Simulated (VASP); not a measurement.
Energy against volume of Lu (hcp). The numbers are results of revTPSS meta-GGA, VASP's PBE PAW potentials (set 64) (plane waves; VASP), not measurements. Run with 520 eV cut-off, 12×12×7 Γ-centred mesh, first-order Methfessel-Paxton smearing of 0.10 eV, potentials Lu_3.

Shape and ions are relaxed at each volume.

| V (Å³/atom) | E (eV/atom) |
|---|---|
| 26.457 | 31.83444 |
| 27.302 | 31.81978 |
| 28.146 | 31.81437 |
| 28.990 | 31.81708 |

Question: Fit these four points and predict the energy of the run at 29.835 Å³/atom.

Answer: A cubic in V^(−2/3), the third-order Birch-Murnaghan form, passes through the four points with V0 = 28.27 Å³/atom and B0 = 51 GPa, and gives 31.8270 eV/atom there. The run gave 31.8270 eV/atom, +0.0 meV/atom from the fit; all five points give B0 = 51 GPa.

The compound is Lu in the hcp structure. It was relaxed first.
